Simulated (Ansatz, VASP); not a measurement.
# Cross-check of Hf between VASP and Ansatz, part 2 of 2

Aim: how closely do two programs agree when they are given the same cell, functional and k mesh? The structure shown is the end of the Ansatz relaxation below.

VASP 6.6.1 and Ansatz 0.2.0.

So far. Step 3 (VASP: single point, PBEsol, pair 1): The run ends at a pressure of 1.39 GPa.

**6. VASP: single point, PBEsol, pair 2**

Level of this step: PBEsol; plane waves and PAW (Hf_pv) (VASP).

The same cell, functional, mesh and smearing now go to VASP, with its own data sets.

The input, INCAR:

```
SYSTEM = Hf
PREC = Accurate
ENCUT = 500
EDIFF = 1E-06
NELM = 120
ISMEAR = -1
SIGMA = 0.05
LREAL = .FALSE.
ALGO = Normal
GGA = PS
NBANDS = 16
LASPH = .TRUE.
LORBIT = 11
LWAVE = .FALSE.
LCHARG = .FALSE.
ISIF = 2
GGA_COMPAT = .FALSE.
KPAR = 2
```

The input, POSCAR:

```
Hf
1.0
    3.1767591270      0.0000000000      0.0000000000
   -1.5883795635      2.7511541057      0.0000000000
    0.0000000000      0.0000000000      4.8985417600
Hf
2
Direct
    0.3333333327      0.6666666673      0.7500000000
    0.6666666673      0.3333333327      0.2500000000
```

The input, KPOINTS:

```
Automatic mesh
0
Gamma
16 16 9
0 0 0
```

Potentials, in the order of the species: Hf_pv (PBE family, release 64).

The run is started by

```sh
> mpirun -np 2 vasp_std
```

Numbers of over 12 decimals in the logs are rounded to 6 here.

Output:

```text
[banner, memory and clock lines left out]
running    2 mpi-ranks, on    1 nodes
[...]
[... a notice as in an earlier step ...]

 LDA part: xc-table for (Slater+PW92), standard interpolation
 POSCAR, INCAR and KPOINTS ok, starting setup
[...]
entering main loop
       N       E                     dE             d eps       ncg     rms          rms(c)
DAV:   1     0.461499389915E+02    0.46150E+02   -0.11348E+04  4808   0.116E+03
DAV:   2    -0.202134230907E+02   -0.66363E+02   -0.64899E+02  6440   0.250E+02
DAV:   3    -0.217395903760E+02   -0.15262E+01   -0.15204E+01  6336   0.263E+01
DAV:   4    -0.217510746654E+02   -0.11484E-01   -0.11481E-01  5928   0.279E+00
[...]
DAV:   9    -0.210050971068E+02   -0.99539E-04   -0.10806E-03  6688   0.241E-01    0.186E-01
DAV:  10    -0.210050884277E+02    0.86791E-05   -0.49687E-05  5520   0.504E-02    0.205E-01
DAV:  11    -0.210050891960E+02   -0.76824E-06   -0.54761E-06  6096   0.167E-02
   1 F= -.21005089E+02 E0= -.20999456E+02  d E =-.112654E-01
```

Parts of OUTCAR (step 6):

```text
  Total       -0.0860478     -0.0860478      0.7980990      0.0000000      0.0000000     -0.0000000
  in kB       -3.2202092     -3.2202092     29.8676699      0.0000000      0.0000000     -0.0000000
  external PRESSURE =       7.8090838 kB  Pullay stress =       0.0000000 kB

 POSITION                                       TOTAL-FORCE (eV/Angst)
 -----------------------------------------------------------------------------------
     -0.00000      1.83410      3.67391         0.000000     -0.000000      0.000000
      1.58838      0.91705      1.22464        -0.000000      0.000000      0.000000
 -----------------------------------------------------------------------------------
    total drift:                               -0.000001      0.000000     -0.000000

  FREE ENERGIE OF THE ION-ELECTRON SYSTEM (eV)
  ---------------------------------------------------
  free  energy   TOTEN  =       -21.0050891960 eV

  energy  without entropy=      -20.9938237617  energy(sigma->0) =      -20.99945648

[... 1 part as in an earlier step ...]

[... 2 further parts left out ...]
[key lines of the parts left out:]
E-fermi :   5.0821
```

The run ends at a pressure of 0.78 GPa.

**7. Comparison**

What differs besides the data sets and the points named for the pairs above, as far as they apply: the data sets hold 52 valence electrons in Ansatz (on its PAW soft_1 files) and 20 in VASP. Total energies have different zeros and are not compared.

Compared:

| quantity | Ansatz | VASP | difference |
| --- | --- | --- | --- |
| pressure (GPa) | 1.14 | 0.78 | +0.36 |

**8. Ansatz: relaxation, PBEsol**

This run makes the geometry at which the two programs are then compared. The cell compared in this pair holds 43.00 Å³, against 42.81 Å³ for the pair before.

The structure compared here is the end of the Ansatz relaxation.

The input, input.yaml:

```yaml
crystal:
  lattice:
    - [3.16652056, 0.0, 0.0]
    - [-1.58326028, 2.7422872466, 0.0]
    - [0.0, 0.0, 4.94852688]
  atoms:
    - { symbol: Hf, position: [0.3333333, 0.6666667, 0.75] }
    - { symbol: Hf, position: [0.6666667, 0.3333333, 0.25] }
kpoints:
  mp_grid: { grid: [16, 16, 9] }
scf:
  occupations: { method: fermi_dirac, width: 0.05 }
hamiltonian:
  xc: pbesol
  pseudopotentials: { kind: paw, azcp: { folder: soft_1 }, xc_functional: pbe }
basis:
  ecutwfc: 600
output:
  forces: true
  stress: true
  write_density: true
  write_potential: true
  elf: true
  volumetric_format: npy
relax:
  f_tol: 0.005
  max_steps: 70
  cell: { stress_tol: 0.02, p_target: 0, fix: [c, alpha, beta, gamma] }
```

The run is started by

```sh
> ansatz run input.yaml --threads 4 --pin off --max-ram 10240MiB --backend cpu --events-out ev --progress --plain --runs-dir out
```

Output:

```text
[...]
Crystal: 2 atoms, lattice volume = 42.971 Å³
Basis set: ecut = 600 eV, 1435 PW (Γ), exchange–correlation on 54×54×80 points (8 copies of the dense FFT grid, shifted against one another)
Bands: 32, of which v1, the nominal top of the filled ones, is band 26 counted from 1 (25 counted from 0)
Symmetry: 8 space group operations
k-points: 365 of 2304
[...]
k-point 364: bands = [... 22 lower, 15.1430, 15.4098, 17.6440, 17.8872, 19.9781, 20.2878, 21.0659, 21.9125, ... 2 higher]
--- Relaxed structure (3 steps of the walk, 2 accepted, 1 SCFs on fresh bases) ---
[...]
cell:  # Å, volume = 43.0000 Å³
    - [3.167605, 0, 0.0]
    - [-1.583802, 2.743226, 0.0]
    - [0.0, 0.0, 4.94852688]
  atoms:
    - { symbol: Hf, position: [0.333333, 0.666667, 0.75] }
    - { symbol: Hf, position: [0.666667, 0.333333, 0.250000] }
[key lines of the parts left out:]
SCF converged after 4 iterations
Free energy (F): -31197.612260 eV
Fermi energy:    18.819763 eV
P = ⅓ Tr σ = 0.5543 GPa (5.543 kbar)
```

**9. VASP: single point, PBEsol, pair 3**

The same cell, functional, mesh and smearing now go to VASP, with its own data sets.

INCAR is that of step 6.

The input, POSCAR:

```
Hf
1.0
    3.1676049434      0.0000000000      0.0000000000
   -1.5838024717      2.7432263501      0.0000000000
    0.0000000000      0.0000000000      4.9485268800
Hf
2
Direct
    0.3333333338      0.6666666662      0.7500000000
    0.6666666662      0.3333333338      0.2500000000
```

KPOINTS is that of step 6.

The run is started by

```sh
> mpirun -np 2 vasp_std
```

Output:

```text
[... set-up lines as in an earlier step ...]
 entering main loop
       N       E                     dE             d eps       ncg     rms          rms(c)
DAV:   1     0.457360615473E+02    0.45736E+02   -0.11336E+04  4832   0.116E+03
DAV:   2    -0.202163068316E+02   -0.65952E+02   -0.64494E+02  6296   0.249E+02
DAV:   3    -0.217498862180E+02   -0.15336E+01   -0.15235E+01  6384   0.264E+01
DAV:   4    -0.217611423711E+02   -0.11256E-01   -0.11255E-01  5888   0.278E+00
[...]
DAV:   9    -0.210113504514E+02   -0.10033E-03   -0.10739E-03  6672   0.240E-01    0.186E-01
DAV:  10    -0.210113423776E+02    0.80738E-05   -0.48829E-05  5560   0.501E-02    0.212E-01
DAV:  11    -0.210113429872E+02   -0.60961E-06   -0.55259E-06  6120   0.168E-02
   1 F= -.21011343E+02 E0= -.21005467E+02  d E =-.117524E-01
```

Parts of OUTCAR (step 9):

```text
  Total       -0.0854542     -0.0854542      0.3308571      0.0000000      0.0000000     -0.0000000
  in kB       -3.1840172     -3.1840172     12.3277094      0.0000000      0.0000000     -0.0000000
  external PRESSURE =       1.9865583 kB  Pullay stress =       0.0000000 kB

 POSITION                                       TOTAL-FORCE (eV/Angst)
 -----------------------------------------------------------------------------------
      0.00000      1.82882      3.71140        -0.000000      0.000000      0.000000
      1.58380      0.91441      1.23713         0.000000     -0.000000      0.000000
 -----------------------------------------------------------------------------------
    total drift:                               -0.000000      0.000000     -0.000000

  FREE ENERGIE OF THE ION-ELECTRON SYSTEM (eV)
  ---------------------------------------------------
  free  energy   TOTEN  =       -21.0113429872 eV

  energy  without entropy=      -20.9995905976  energy(sigma->0) =      -21.00546679

[... 1 part as in an earlier step ...]

[... 2 further parts left out ...]
[key lines of the parts left out:]
E-fermi :   5.0474
```

The run ends at a pressure of 0.20 GPa.

**10. Comparison**

What differs besides the data sets and the points named for the pairs above, as far as they apply: the data sets hold 52 valence electrons in Ansatz (on its PAW soft_1 files) and 20 in VASP. Total energies have different zeros and are not compared.

Both answers:

```csv
quantity,Ansatz,VASP,difference
pressure (GPa),0.55,0.20,+0.36
```

**11. Outcome**

* difference in pressure (single point, PBEsol, pair 1): 0.36 GPa
* difference in pressure (single point, PBEsol, pair 2): 0.36 GPa
* difference in pressure (single point, PBEsol, pair 3): 0.36 GPa

**Reading.** The difference in pressure is 0.36 GPa (single point, PBEsol, pair 1), within the 1 GPa picked in this series as the mark of a large difference. The data sets hold unlike numbers of valence electrons (52 in Ansatz and 20 in VASP), so part of the differences comes from the potentials. 2 further runs of this series are not shown here. Such differences can come from data sets, numerical settings and the points named under the comparisons, not from the functional's error against experiment.

[Lines on the potential files, build, host, timing and source positions are cut from VASP's logs without a mark.]

[Logs are printed without paths, hosts, clocks, repeated set-up lines and the standing remarks that a program may print on its own settings, such as how far it seeks lower states.]

[Hosts, paths, dates, database ids (printed as entryN), source tags and the programs' standing remarks are cut or masked in the printed files.]
